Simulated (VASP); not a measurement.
Here is the system:

```
CELL_PARAMETERS angstrom
      0.00000     3.05569     3.05569
      3.05569     0.00000     3.05569
      3.05569     3.05569     0.00000
ATOMIC_POSITIONS crystal
  In 0.00000 0.00000 0.00000
  As 0.25000 0.25000 0.25000
```

All values below come from PBE GGA with D4 dispersion, VASP's PBE PAW potentials (set 64) (plane waves; VASP 6.6.1). Settings: 520 eV cut-off, 9×9×9 Γ-centred mesh, first-order Methfessel-Paxton smearing of 0.10 eV, potentials In_d As.

Unless said otherwise, spin-orbit coupling is left out, though it shifts the bands of the heavy elements here.

Problem. Predict the energy per atom (σ→0), band gap (on the k-mesh) with the smallest direct gap where there is one.

Solution. 
band gap (on the k-mesh): none (metal, semimetal or under 0.01 eV)
energy per atom (σ→0): -404.0 kJ/mol of atoms

The absolute energy has meaning only against runs of the same code, potentials and settings.

The compound is InAs in the zinc blende structure. It was relaxed first. The start is the result of an earlier pass.
